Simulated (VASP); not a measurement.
Level of theory: SCAN meta-GGA, VASP's PBE PAW potentials (set 64) (plane waves; VASP).

A VASP calculation is set up with these files.

INCAR:
```
! general
SYSTEM =CoGa
PREC   =Accurate
ENCUT  =520   ! plane-wave cut-off (eV)
LREAL  =F   ! projection in real space or not
LASPH  =T   ! aspherical one-centre terms

! electronic loop
EDIFF  =1E-7   ! SCF stop (eV)
NELM   =100   ! most electronic steps
ALGO   =Normal   ! blocked Davidson
LMAXMIX=4
LMIXTAU=T

! smearing
ISMEAR =1   ! Methfessel-Paxton
SIGMA  =0.1   ! width (eV)

! functional
METAGGA=SCAN

! ions
ISIF   =2   ! forces and stress, cell fixed

! output
LWAVE  =F
LCHARG =F
```

POSCAR:
```
CoGa
1
    2.8882572819     0.0000000000     0.0000000000
    0.0000000000     2.8882572819     0.0000000000
    0.0000000000     0.0000000000     2.8882572819
Ga Co
1 1
Direct
  0.5000000000   0.5000000000   0.5000000000
  0.0000000000   0.0000000000   0.0000000000
```

### KPOINTS
```
K-points
0
gamma
  13 13 13
0 0 0
```

POTCAR, in this order: Ga_d Co (PBE.64 set). Program: vasp_std.

### Question
What will the output report for the number of irreducible k-points (NKPTS), largest plane-wave count, number of space-group operations, FFT grid (NGX, NGY, NGZ)?

### Answer

- number of irreducible k-points (NKPTS): 84
- largest plane-wave count: 663
- number of space-group operations: 48
- FFT grid (NGX, NGY, NGZ): 24 × 24 × 24

The compound is CoGa in the CsCl type structure. This cell is one point of a volume scan, at 1.06 of the reference volume. The run is not spin-polarised, so no magnetic state was tried.
